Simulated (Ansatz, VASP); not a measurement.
# Cross-check of Ge (Germanium) between VASP and Ansatz, part 2 of 2

Wanted: the spread between two codes on one cell, functional and k mesh. The cell is taken from a series of runs on this material, whose earlier steps may have relaxed, scaled, displaced or heated it; both programs get it as it stands.

VASP 6.6.1 and Ansatz 0.2.0.

So far. Step 2 (VASP: single point, HSE06, spin-orbit coupling): The k-mesh is coarse for exact exchange; levels may shift by about 0.1 eV on a finer one.

### 3. Ansatz: single point, HSE06, spin-orbit coupling

Level of this step: Ansatz beside VASP: Kohn-Sham DFT, plane waves, HSE06, spin-orbit coupling (Ansatz).

Ansatz runs on its PAW fully relativistic soft_1 files.

The same cell, functional, mesh and smearing now go to Ansatz, which takes its cutoff from its data sets.

Input file input.yaml:

```yaml
crystal:
  lattice:
    - [0.0, 2.82891, 2.82891]
    - [2.82891, 0.0, 2.82891]
    - [2.82891, 2.82891, 0.0]
  atoms:
    - { symbol: Ge, position: [0.0, 0.0, 0.0] }
    - { symbol: Ge, position: [0.25, 0.25, 0.25] }
kpoints:
  mp_grid: { grid: [4, 4, 4] }
  band_path:
    path:
      - [0.0, 0.0, 0.0]
      - [0.5, 0.0, 0.5]
      - [0.625, 0.25, 0.625]
      - [0.375, 0.375, 0.75]
      - [0.5, 0.5, 0.5]
      - [0.5, 0.25, 0.75]
    npoints: 1
hamiltonian:
  xc: hse06
  pseudopotentials: { kind: paw_fr, azcp: { folder: soft_1 } }
scf:
  occupations: { method: fermi_dirac, width: 0.02 }
  n_extra_bands: 8
magnetization:
  noncollinear: true
  spin_orbit: true
output:
  eigenvalues: true
```

The run is started by

```sh
$ ansatz run input.yaml --threads 3 --pin off --max-ram 92160MiB --backend cuda --events-out ev --progress --plain --runs-dir out --devices 1 --max-vram 13GiB
```

Numbers of over 12 decimals in the logs are rounded to 6 here.

Log:

```text
scf.n_extra_bands = 8 over 28 filled bands (N_el = 28.0): the run solves 36 bands
GPUs: using 1 of 1 available (devices: 1).
Engine: ansatz 0.2.0, x86_64-unknown-linux-gnu
Pseudopotentials: kind: paw_fr
Pseudopotential: Ge, paw, valence charge 14, recommended cutoff 420 eV (normal), soft_1/Ge.paw.azcp
Functional definition: HSE06
  parameter a = 0.25
  parameter omega = 0.11/bohr
  exchange = pbe_x - a*pbe_x_sr(omega) + a*exact_x_sr(omega)
  correlation = pbe_c
non-collinear run that drives no moment, with spin-orbit: no starting moment large enough to seed its density (crystal.atoms[].spin), no starting occupations that ask for one, no magnetisation constraint and no magnetic field, so the semilocal B_xc is pinned to zero
device memory: the entry about to start is reckoned to put 1.5 GiB on a device that reports 41.9 GiB free (of which the cap on the GPU budget leaves the run 13.0 GiB)
GPU FFT provider: cuFFT
GPU libraries: cuBLAS 13.8.2, cuFFT 12.4.0, cuSOLVER 12.3.4
Crystal: 2 atoms, lattice volume = 45.278 Å³
Basis set: ecut = 420 eV, 893 PW (Γ)
Bands: 36, of which v1, the nominal top of the filled ones, is band 28 counted from 1 (27 counted from 0)
Symmetry: 48 space group operations + 48 with time reversal
Magnetic group: BNS 227.129 (UNI 1631), of the structure as read, at distance tolerance 3.6e-5 Å
k-points: 8 of 64
Projection manifold: j_resolved (fully-relativistic pseudo-atomic orbitals)
Non-local potential: Ge, projectors of the file, resolved by j, l = 0: 2, l = 1: 4, l = 2: 6, l = 3: 2
PAW form: soft (Blöchl's): semilocal exchange-correlation on the pseudo side does not see the compensation charge
PAW frozen core: Ge, regenerated for the run's functional, and the local potential with it (the file was generated under x = pbe(κ = 0.804, μ = 0.219515), c = pbe(β = 0.066725))
PAW one-centre angular grid: Ge, 590 points (default); XC on 203 of its mesh's 2687 points in the sphere
Initial density: superposition of atomic densities (chi_scale 0.1, normalization cell)
Initial wavefunctions: pseudopotential atomic-orbital guess
GPU buffer pool allocated for 19683 grid points (all kernels)
GPU transforms: local potential and band sums: pruned to the plane-wave sphere, on 25×27×27
Functional: x = pbe(κ = 0.804, μ = 0.219515), c = pbe(β = 0.066725), warm-up for x = pbe(κ = 0.804, μ = 0.219515) + 0.25 (exact − pbe) at short range (hse, ω = 0.207870 Å⁻¹), c = pbe(β = 0.066725); HSE06 as pw.x's `hse` composes it (authors' and Libxc's form: `xc: wpbeh`)
SCF iter   1: F=—  HF=-8589.927564 eV  |F-HF|=—  |Δ(HF+E_count)|=         —  Δρ=3.75e-2  dr2=5.26e-1  dr2_m=0.00e0 (ungated)  ethr=1.00e-1  |M|=0.00e0 ∫|m|=0.00e0 μB  |m|>n=0.0e0 m-floor=0.0e0 τ_xc=0.0e0  β_m=0.30  ⟨swp⟩=4.0  Hψ=1003  notcnv=0
preconditioner: auto → Kerker (q_TF=auto, 2.518 Å⁻¹)  [metal: Δε(μ)=0.001 eV  Ē_g=23.254 eV  σ=0.020 eV  W_gap=0.01  n_scr=14 (ndim 8)  ℏωp=29.2 eV  f_vac=0.000  D(μ)=0.80/eV (n_scr^D=0)]
spin=Noncollinear: Kerker preconditioning applied to the charge; magnetization (m_x, m_y, m_z) channels mix plain (no charge-response kernel on spin).
SCF iter   2: F=—  HF=-8589.929557 eV  |F-HF|=—  |Δ(HF+E_count)|=   1.99e-3  Δρ=3.00e-2  dr2=3.66e-1  dr2_m=0.00e0 (ungated)  ethr=1.88e-3  |M|=0.00e0 ∫|m|=0.00e0 μB  |m|>n=0.0e0 m-floor=0.0e0 τ_xc=0.0e0  β_m=0.56  ⟨swp⟩=2.9  Hψ=612  notcnv=0
preconditioner: auto → none  [insulator: Δε(μ)=0.133 eV  Ē_g=23.342 eV  σ=0.020 eV  W_gap=0.50  n_scr=14 (ndim 8)  ℏωp=29.2 eV  f_vac=0.000  D(μ)=0.80/eV (n_scr^D=0)]
iter 3 solved again at ethr=5.24e-5 eV; its pass at ethr=1.31e-3 eV (dr2=1.47e-2 eV) is discarded
SCF iter   3: F=—  HF=-8589.898831 eV  |F-HF|=—  |Δ(HF+E_count)|=   3.07e-2  Δρ=5.77e-3  dr2=1.44e-2  dr2_m=0.00e0 (ungated)  ethr=5.24e-5  |M|=0.00e0 ∫|m|=0.00e0 μB  |m|>n=0.0e0 m-floor=0.0e0 τ_xc=0.0e0  β_m=0.56  ⟨swp⟩=4.0  Hψ=1278  notcnv=0
SCF iter   4: F=—  HF=-8589.891303 eV  |F-HF|=—  |Δ(HF+E_count)|=   7.53e-3  Δρ=2.40e-3  dr2=1.59e-3  dr2_m=0.00e0 (ungated)  ethr=5.13e-5  |M|=0.00e0 ∫|m|=0.00e0 μB  |m|>n=0.0e0 m-floor=0.0e0 τ_xc=0.0e0  β_m=0.78  ⟨swp⟩=3.1  Hψ=781  notcnv=0
SCF iter   5: F=—  HF=-8589.894470 eV  |F-HF|=—  |Δ(HF+E_count)|=   3.17e-3  Δρ=3.63e-4  dr2=5.86e-5  dr2_m=0.00e0 (ungated)  ethr=5.69e-6  |M|=0.00e0 ∫|m|=0.00e0 μB  |m|>n=0.0e0 m-floor=0.0e0 τ_xc=0.0e0  β_m=0.81  ⟨swp⟩=4.4  Hψ=907  notcnv=0
SCF iter   6: F=—  HF=-8589.894390 eV  |F-HF|=—  |Δ(HF+E_count)|=   7.99e-5  Δρ=6.75e-5  dr2=3.07e-6  dr2_m=0.00e0 (ungated)  ethr=2.09e-7  |M|=0.00e0 ∫|m|=0.00e0 μB  |m|>n=0.0e0 m-floor=0.0e0 τ_xc=0.0e0  β_m=0.87  ⟨swp⟩=4.0  Hψ=765  notcnv=0
SCF iter   7: F=—  HF=-8589.894389 eV  |F-HF|=—  |Δ(HF+E_count)|=   8.76e-7  Δρ=5.43e-6  dr2=1.18e-8  dr2_m=0.00e0 (ungated)  ethr=1.10e-8  |M|=0.00e0 ∫|m|=0.00e0 μB  |m|>n=0.0e0 m-floor=0.0e0 τ_xc=0.0e0  β_m=0.93  ⟨swp⟩=4.0  Hψ=776  notcnv=0
[...]
device memory: the entry about to start is reckoned to put 2.1 GiB on a device that reports 53.4 GiB free (of which the cap on the GPU budget leaves the run 13.0 GiB)
GPU FFT provider: cuFFT
GPU libraries: cuBLAS 13.8.2, cuFFT 12.4.0, cuSOLVER 12.3.4
Projection manifold: j_resolved (fully-relativistic pseudo-atomic orbitals)
Initial density: handed on by an earlier stage of this run
Initial wavefunctions: those handed on with the density
[...]
preconditioner: auto → none  [insulator: Δε(μ)=0.607 eV  Ē_g=26.726 eV  σ=0.020 eV  W_gap=1.00  n_scr=14 (ndim 8)  ℏωp=29.2 eV  f_vac=0.085  D(μ)=0.00/eV (n_scr^D=0)]
[...]
SCF iter   3: F=—  HF=-8590.143495 eV  |F-HF|=—  |Δ(HF+E_count)|=   2.26e-3  Δρ=1.91e-3  dr2=1.51e-3  dr2_m=0.00e0 (ungated)  ethr=8.63e-6  |M|=0.00e0 ∫|m|=0.00e0 μB  |m|>n=0.0e0 m-floor=0.0e0 τ_xc=0.0e0  β_m=0.65  ⟨swp⟩=3.0  Hψ=768  notcnv=0
SCF iter   4: F=—  HF=-8590.143535 eV  |F-HF|=—  |Δ(HF+E_count)|=   4.06e-5  Δρ=2.16e-5  dr2=9.83e-4  dr2_m=0.00e0 (ungated)  ethr=1.01e-6  |M|=0.00e0 ∫|m|=0.00e0 μB  |m|>n=0.0e0 m-floor=0.0e0 τ_xc=0.0e0  β_m=0.74  ⟨swp⟩=3.0  Hψ=540  notcnv=0
SCF iter   5: F=—  HF=-8590.156335 eV  |F-HF|=—  |Δ(HF+E_count)|=   1.28e-2  Δρ=1.04e-3  dr2=1.55e-4  dr2_m=0.00e0 (ungated)  ethr=6.15e-10  |M|=0.00e0 ∫|m|=0.00e0 μB  |m|>n=0.0e0 m-floor=0.0e0 τ_xc=0.0e0  β_m=0.74  ⟨swp⟩=5.9  Hψ=1452  notcnv=0
SCF iter   6: F=—  HF=-8590.156222 eV  |F-HF|=—  |Δ(HF+E_count)|=   1.13e-4  Δρ=2.28e-5  dr2=1.52e-5  dr2_m=0.00e0 (ungated)  ethr=6.15e-10  |M|=0.00e0 ∫|m|=0.00e0 μB  |m|>n=0.0e0 m-floor=0.0e0 τ_xc=0.0e0  β_m=0.84  ⟨swp⟩=4.0  Hψ=1094  notcnv=0
SCF iter   7: F=-8590.156365 eV  HF=-8590.156367 eV  |F-HF|=1.94e-6  |Δ(HF+E_count)|=   1.46e-4  Δρ=1.32e-4  dr2=2.54e-6  dr2_m=0.00e0 (ungated)  ethr=2.51e-10  |M|=0.00e0 ∫|m|=0.00e0 μB  |m|>n=0.0e0 m-floor=0.0e0 τ_xc=0.0e0  ⟨swp⟩=5.0  Hψ=1202  notcnv=0
SCF 2 stopped early in 7 iterations: F = -8590.156365 eV  dr2 = 2.54e-6
  greatest PAW one-centre occupation: 0.998 electrons in one spin orbital (limit 2), on the Ge atom at site 1 (counted from 0), in its partial waves of l = 2
hybrid outer 1: dexx = +1.484e-2 eV, tail = 1.04e-4 eV
GPU FFT provider: cuFFT
GPU libraries: cuBLAS 13.8.2, cuFFT 12.4.0, cuSOLVER 12.3.4
Projection manifold: j_resolved (fully-relativistic pseudo-atomic orbitals)
GPU buffer pool allocated for 19683 grid points (all kernels)
GPU transforms: local potential and band sums: pruned to the plane-wave sphere, on 25×27×27
Exchange kernel: α = 0.2500, screened, ω = 0.2079 Å⁻¹, Wigner–Seitz truncation, v(0) = 1026.9170 eV·Å³, q-mesh 4×4×4, nearest image of the exchange supercell L = 16.00 Å, pair-density grid 24×24×24, without the augmentation charges, whose exchange is taken in its separable form by FFT convolution over the k-point mesh (Ge's pseudopotential file has no solved pseudo-atom that serves an estimate to size it by: one that folds nothing), smooth part of the exact exchange by density-matrix convolution in up to 1.55 GiB of GPU memory as planned if the GPU has room (build and FFT work areas not counted)
Frozen-core exchange: fock
SCF iter   1: F=—  HF=-8590.156951 eV  |F-HF|=—  |Δ(HF+E_count)|=         —  Δρ=9.28e-5  dr2=2.28e-6  dr2_m=0.00e0 (ungated)  ethr=1.86e-6  |M|=0.00e0 ∫|m|=0.00e0 μB  |m|>n=0.0e0 m-floor=0.0e0 τ_xc=0.0e0  β_m=0.30  ⟨swp⟩=2.6  Hψ=592  notcnv=0
preconditioner: auto → none  [insulator: Δε(μ)=0.770 eV  Ē_g=26.548 eV  σ=0.020 eV  W_gap=1.00  n_scr=14 (ndim 8)  ℏωp=29.2 eV  f_vac=0.085  D(μ)=0.00/eV (n_scr^D=0)]
SCF iter   2: F=—  HF=-8590.156952 eV  |F-HF|=—  |Δ(HF+E_count)|=   9.92e-7  Δρ=3.80e-5  dr2=1.11e-6  dr2_m=0.00e0 (ungated)  ethr=6.81e-9  |M|=0.00e0 ∫|m|=0.00e0 μB  |m|>n=0.0e0 m-floor=0.0e0 τ_xc=0.0e0  β_m=0.61  ⟨swp⟩=4.0  Hψ=883  notcnv=0
SCF iter   3: F=—  HF=-8590.156952 eV  |F-HF|=—  |Δ(HF+E_count)|=   1.01e-7  Δρ=1.42e-5  dr2=4.82e-7  dr2_m=0.00e0 (ungated)  ethr=2.62e-9  |M|=0.00e0 ∫|m|=0.00e0 μB  |m|>n=0.0e0 m-floor=0.0e0 τ_xc=0.0e0  β_m=0.51  ⟨swp⟩=4.0  Hψ=766  notcnv=0
SCF iter   4: F=—  HF=-8590.156952 eV  |F-HF|=—  |Δ(HF+E_count)|=   1.44e-7  Δρ=6.34e-6  dr2=4.10e-7  dr2_m=0.00e0 (ungated)  ethr=2.97e-10  |M|=0.00e0 ∫|m|=0.00e0 μB  |m|>n=0.0e0 m-floor=0.0e0 τ_xc=0.0e0  β_m=0.76  ⟨swp⟩=3.1  Hψ=744  notcnv=0
SCF iter   5: F=-8590.156981 eV  HF=-8590.156981 eV  |F-HF|=1.33e-8  |Δ(HF+E_count)|=   2.88e-5  Δρ=8.02e-6  dr2=3.11e-8  dr2_m=0.00e0 (ungated)  ethr=5.61e-11  |M|=0.00e0 ∫|m|=0.00e0 μB  |m|>n=0.0e0 m-floor=0.0e0 τ_xc=0.0e0  ⟨swp⟩=4.2  Hψ=1106  notcnv=0
SCF 3 converged in 5 iterations: F = -8590.156981 eV  dr2 = 3.11e-8
hybrid outer 2: dexx = +8.013e-7 eV, tail = 1.02e-7 eV, Δε = 4.27e-3 eV (about 2.68e-4 eV left of the loop's levels)
device memory: the entry about to start is reckoned to put 0.6 GiB on a device that reports 47.4 GiB free (of which the cap on the GPU budget leaves the run 13.0 GiB)
NSCF: frozen V_eff on 6 k-points
hybrid SCF converged: 2 outer / 12 inner (+8 warm-up), last move |dexx| = 8.01e-7 eV, tail = 1.02e-7 eV
Magnetization: |M| = 0.0000 μB,  M = (+0.0000, +0.0000, +0.0000) μB
Absolute magnetization: 0.0000 μB (∫|m|)
  site 0: m = (+0.0000, +0.0000, +0.0000) μB, |m| = 0.0000 μB  (R = 1.01 Å)
  site 1: m = (+0.0000, +0.0000, +0.0000) μB, |m| = 0.0000 μB  (R = 1.01 Å)
Free energy (F): -8590.156981 eV
Frozen-core exchange: fock
Harris-Foulkes:  -8590.156981 eV  (|F-HF|=1.33e-8)
Internal energy: -8590.156981 eV  (E = F + TS)
E sigma→0 (E₀):  -8590.156981 eV
Fermi energy:    8.707224 eV
--- Per-component energies (eV) ---
  E_band       = -374.398089
  E_kinetic    = 184.493985
  E_local      = -4503.924502  (includes V_loc(G=0)·N_el)
  E_nonlocal   = 435.789607
  E_hartree    = 2152.398358
  E_xc         = -115.295959
  E_vxc        = -104.379862  (∫ρ·V_xc dr)
  E_exx        = -109.088572  (= α·E_x^exact, valence–valence)
  E_paw        = -3946.664036  (= ΣΔE_a)
  E_vpaw       = -473.004310  (= ΣTr[D̂ρ^β])
  E_aug_tail   = 0.000040  (compensation charges beyond the density's cutoff)
  E_ewald      = -2687.134708
  E_core_change = -0.731194  (= ΣΔE_core)
  E_smearing   = -0.000000  (= −TS)
  E_closure    = -0.000000  (closes the sum)
  Σ components = -8590.156981   (vs F -8590.156981, Δ=-1.82e-12)
--- Band table (eV; the first three rows and the last of 8) ---
  k-point 0: bands = [... 24 lower, 8.3288, 8.3288, 8.3288, 8.3288, 9.1778, 9.1778, 11.3182, 11.3182, ... 4 higher]
  k-point 1: bands = [... 24 lower, 7.1864, 7.1864, 7.3885, 7.3885, 9.6249, 9.6249, 12.5401, 12.5401, ... 4 higher]
  k-point 2: bands = [... 24 lower, 6.6045, 6.6045, 6.8059, 6.8059, 9.0996, 9.0996, 12.6537, 12.6537, ... 4 higher]
  k-point 7: bands = [... 24 lower, 3.9716, 3.9716, 4.0556, 4.0556, 13.3848, 13.3848, 13.5251, 13.5251, ... 4 higher]
```

The column dr2 measures how far the density is from self-consistency, as an energy; F and HF (Harris–Foulkes) agree once it is small.

### 4. Side by side

Known differences besides the potentials themselves: spin-orbit coupling enters by fully relativistic files in Ansatz and inside the spheres in VASP; exact exchange at q = 0 is treated differently, which shows on coarse meshes; VASP keeps PBE cores, Ansatz makes them for the functional; the cutoff is 420 eV in Ansatz and 410 eV in VASP; VASP takes a coarser grid for exact exchange (PRECFOCK = Fast). Total energies have different zeros and are not compared.

Both answers:

| quantity | Ansatz | VASP | difference |
| --- | --- | --- | --- |
| gap on the k mesh (eV) | 0.771 | 0.779 | -0.009 |

A gap on the mesh is an upper bound, since the band edges may lie between its points.

### 5. Outcome

```json
{
  "difference in gap on the k mesh (single point, HSE06, spin-orbit coupling)": "-0.0085 eV"
}
```

What this shows: The difference in gap on the k mesh is -0.0085 eV (single point, HSE06, spin-orbit coupling), within the 0.08 eV picked in this series as the mark of a large difference. Such differences can come from data sets, numerical settings and the points named under the comparisons, not from the functional's error against experiment.

[Lines on the potential files, build, host, timing and source positions are cut from VASP's logs without a mark.]

[Logs are printed without paths, hosts, clocks, repeated set-up lines and the standing remarks that a program may print on its own settings, such as how far it seeks lower states.]

[Hosts, paths, dates, database ids (printed as entryN), source tags and the programs' standing remarks are cut or masked in the printed files.]
